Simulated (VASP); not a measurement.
The system is Si2WC3.

```
Si W C
1.0
     4.95000   -2.85000    0.00000
     4.95000    2.85000    0.00000
     0.00000    0.00000    5.30000
Si W C
4 2 6
Direct
  0.17100 0.48100 0.50000
  0.82900 0.51900 0.00000
  0.51900 0.82900 0.50000
  0.48100 0.17100 0.00000
  0.17000 0.83000 0.99100
  0.83000 0.17000 0.49100
  0.16300 0.54700 0.91100
  0.45300 0.83700 0.91100
  0.88600 0.11400 0.85600
  0.54700 0.16300 0.41100
  0.83700 0.45300 0.41100
  0.11400 0.88600 0.35600
```

The cell was built by a generator and needn't be a form met in nature.

```yaml
Program: VASP 6.6.1
Task: relaxation of cell and atoms
Functional: PBE
Potentials_or_basis: VASP PAW PBE potentials, release 64 (Si, W_sv, C)
Cutoff: 520 eV
k_mesh: 4 × 4 × 3
Occupations: gaussian, width 0.15 eV
Spin: no spin polarisation
```

At the start: pressure 34.0 GPa; volume 12.46 Å³/atom.

How do energy, volume and symmetry change on relaxing?

Over 24 steps the energy falls by 1205.3 meV/atom and the volume is 11.21 Å³/atom (-10.1 %); space group Cmc2_1 (No. 36, to 0.05 Å).

Step by step:
```csv
step,energy change (eV),largest force (eV/Å),pressure (GPa),volume (Å³)
1,0.0000,15.0417,34.01,149.54
2,4.5258,12.6585,-17.39,213.34
3,-0.1250,10.7592,-19.53,197.98
4,-3.9847,9.2319,-20.17,186.02
5,-8.8017,5.4117,-13.33,167.20
6,-8.7420,5.2077,-1.87,158.69
7,-9.0955,4.9660,-9.53,163.55
8,-9.1041,4.9537,-8.54,162.69
9,-12.4891,2.0125,-12.31,152.49
10,-13.1203,2.6920,-8.37,144.14
11,-13.1568,2.3902,-9.77,145.81
12,-13.2004,2.1143,17.72,127.13
13,-13.8251,1.5052,2.09,135.63
14,-14.0919,0.7159,-1.54,137.70
15,-14.0943,0.7977,-1.78,137.90
16,-14.2386,0.7943,0.04,136.51
17,-14.2649,0.7874,1.33,135.63
18,-14.3764,0.4211,-0.78,136.29
19,-14.3960,0.5752,-2.24,136.77
20,-14.4419,0.3769,1.31,133.93
21,-14.4462,0.2851,0.54,134.56
22,-14.4573,0.2000,-0.60,134.99
23,-14.4591,0.1367,-0.38,134.88
24,-14.4639,0.0615,0.28,134.50
```

Final structure:
```xyz
12
Lattice="4.9099 -2.8193 0.0000 4.9099 2.8193 0.0000 0.0000 0.0000 4.8582" Properties=species:S:1:pos:R:3 pbc="T T T"
Si    3.2481    0.8827    2.4994
Si    6.5717   -0.8827    0.0703
Si    6.5717    0.8827    2.4994
Si    3.2481   -0.8827    0.0703
W     4.9099    1.9484    4.6115
W     4.9099   -1.9484    2.1824
C     3.1314    0.9102    4.3596
C     6.6884    0.9102    4.3596
C     4.9099   -1.6195    4.3532
C     3.1314   -0.9102    1.9305
C     6.6884   -0.9102    1.9305
C     4.9099    1.6195    1.9242
```

Caveat: the k mesh is coarse (spacing up to 0.40 Å⁻¹), so the values aren't converged; the relaxation stopped at a loose force limit of 0.08 eV/Å, so its end isn't a converged minimum.
